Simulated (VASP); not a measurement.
Input of a VASP 6.6.1 run:

File INCAR:

```
SYSTEM = MgAl2Sb2
PREC     = Accurate       ! precision mode
ENCUT    = 520            ! plane-wave cutoff, eV
EDIFF    = 1E-7           ! SCF threshold, eV
ISMEAR   = -1             ! smearing method
SIGMA    = 0.05           ! smearing width, eV
LREAL    = .FALSE.        ! projectors in reciprocal space
LASPH    = .TRUE.         ! aspherical terms in the spheres
NELM     = 80             ! most SCF steps
ALGO     = Normal         ! electronic algorithm
ISIF     = 2              ! what is computed and relaxed
LWAVE    = .FALSE.        ! write WAVECAR
LCHARG   = .FALSE.        ! write CHGCAR
GGA      = PE             ! functional
NBANDS   = 17             ! bands
```

The input KPOINTS:

```
regular mesh
0
G
  7 7 4
  0 0 0
```

Contents of POSCAR:

```
MgAl2Sb2
1.0
    4.6038418900      0.0000000000      0.0000000000
   -2.3019209450      3.9870440318      0.0000000000
    0.0000000000      0.0000000000      7.0863240000
Sb Al Mg
2 2 1
Direct
    0.3333333333      0.6666666667      0.2303110000
    0.6666666667      0.3333333333      0.7696890000
    0.3333333333      0.6666666667      0.6292120000
    0.6666666667      0.3333333333      0.3707880000
    0.0000000000      0.0000000000      0.0000000000
```

Potentials or basis: VASP PAW PBE potentials, release 64 (Sb, Al, Mg).

Command:

```console
$ cat potpaw_PBE.64/Sb/POTCAR potpaw_PBE.64/Al/POTCAR potpaw_PBE.64/Mg/POTCAR > POTCAR
$ mpirun -np 1 vasp_std > vasp.out
```

Task: Estimate the band gap on the k mesh.

Result: None (metal or under the smearing width).

Task: Estimate the pressure.

Result: 0.3 GPa.

Task: Estimate the largest force.

Result: 0.090 eV/Å.

Stress tensor (GPa, compression positive):
```
 0.52  0.00  0.00
 0.00  0.52  0.00
 0.00  0.00 -0.12
```

Spin-orbit coupling is left out, which matters for the levels of Sb.
